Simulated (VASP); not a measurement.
Given:

```
CoSi2
1.0
    0.00000     2.65519     2.65519
    2.65519     0.00000     2.65519
    2.65519     2.65519     0.00000
Co Si
1 2
Direct
  0.00000   0.00000   0.00000
  0.25000   0.25000   0.25000
  0.75000   0.75000   0.75000
```

Level of theory: PBEsol GGA, VASP's PBE PAW potentials (set 64) (plane waves; VASP). Run with 400 eV cut-off, 11×11×11 Γ-centred mesh, first-order Methfessel-Paxton smearing of 0.10 eV, potentials Co Si.

Question: What does the run give for the energy per atom (σ→0), band gap (on the k-mesh) with the smallest direct gap where there is one?

Answer: 
```json
{
 "band gap (on the k-mesh)": "none (metal, semimetal or under 0.01 eV)",
 "energy per atom (σ→0)": "-6.995 eV/atom"
}
```

The compound is CoSi2 in the fluorite structure. It was relaxed first. The start is the result of an earlier pass. The run is not spin-polarised, so no magnetic state was tried. The electron count is odd and the run is not spin-polarised, which forces a metal.
